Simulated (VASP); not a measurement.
Cost and result of VASP (PAW) for the bulk modulus of CsBr (CsCl type). Static lattice, third-order Birch-Murnaghan fit over five volumes. The cost counts the five points of the equation of state, each on the mesh and cut-off of its row, so the ratios hold those differences too. With PBE it took about 60 core-seconds. Times come from single runs on busy shared machines, so they are rough: good to a factor of about 2.

```json
[
 {"level": "PBEsol", "k-mesh": "6×6×6", "cut-off (eV)": "520", "bulk modulus (GPa)": "15.7", "cost over PBE": "within a factor of 2"},
 {"level": "PBE-D4", "k-mesh": "6×6×6", "cut-off (eV)": "520", "bulk modulus (GPa)": "14.0", "cost over PBE": "within a factor of 2"},
 {"level": "PBE", "k-mesh": "6×6×6", "cut-off (eV)": "520", "bulk modulus (GPa)": "12.2", "cost over PBE": "reference"},
 {"level": "r2SCAN", "k-mesh": "6×6×6", "cut-off (eV)": "520", "bulk modulus (GPa)": "[?]", "cost over PBE": "[?]"},
 {"level": "SCAN", "k-mesh": "6×6×6", "cut-off (eV)": "520", "bulk modulus (GPa)": "16.5", "cost over PBE": "about 6 times"},
 {"level": "r2SCAN+rVV10", "k-mesh": "6×6×6", "cut-off (eV)": "520", "bulk modulus (GPa)": "17.8", "cost over PBE": "about 7 times"},
 {"level": "HSE06", "k-mesh": "4×4×4", "cut-off (eV)": "520", "bulk modulus (GPa)": "[?]", "cost over PBE": "[?]"}
]
```

Question: Fill in the missing entries.

Answer: 
- r2SCAN, bulk modulus (GPa): 15.4
- r2SCAN, cost over PBE: about 5 times
- HSE06, bulk modulus (GPa): 13.1
- HSE06, cost over PBE: about 9 times

Left out are levels that failed, ran on another kind of processor or have no fit band path; at most nine are shown.

The compound is CsBr in the CsCl type structure.
